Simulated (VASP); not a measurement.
Data:

```yaml
crystal:
  lattice:
    - [2.32246, 1.34087, 7.04104]
    - [-2.32246, 1.34087, 7.04104]
    - [0.00000, -2.68174, 7.04104]
  atoms:
    - { symbol: Pb, position: [0.00000, 0.00000, 0.00000] }
    - { symbol: Te, position: [0.25200, 0.25200, 0.25200] }
    - { symbol: Te, position: [0.74800, 0.74800, 0.74800] }
```

The numbers are results of PBE GGA, VASP's PBE PAW potentials (set 64) (plane waves; VASP), not measurements. Numerical set-up: 300 eV cut-off, 4×4×4 Γ-centred mesh, Fermi-Dirac smearing of 0.10 eV, potentials Pb_d Te.

At this cut-off the stress carries a Pulay error, which pulls relaxed volumes low.

Task: Which forces act on the atoms, in eV/Å?

Result: 
```tsv
atom	Fx	Fy	Fz
Pb1	0.000	0.000	0.000
Te2	0.000	0.000	-0.146
Te3	0.000	0.000	0.146
```

Task: Give the stress tensor in GPa (positive for a compressed cell).

Result: 
```
-2.31   0.00   0.00
 0.00  -2.31   0.00
 0.00   0.00  -1.67
```
The pressure is its mean diagonal, -2.10 GPa.

The structure was generated: Te2Pb was put into an ordered model structure, which need not be its known phase. The cell was not relaxed at this level. The k-mesh is coarse (spacing up to 0.40 per Å, 2π included), so the numbers may not be converged in it.
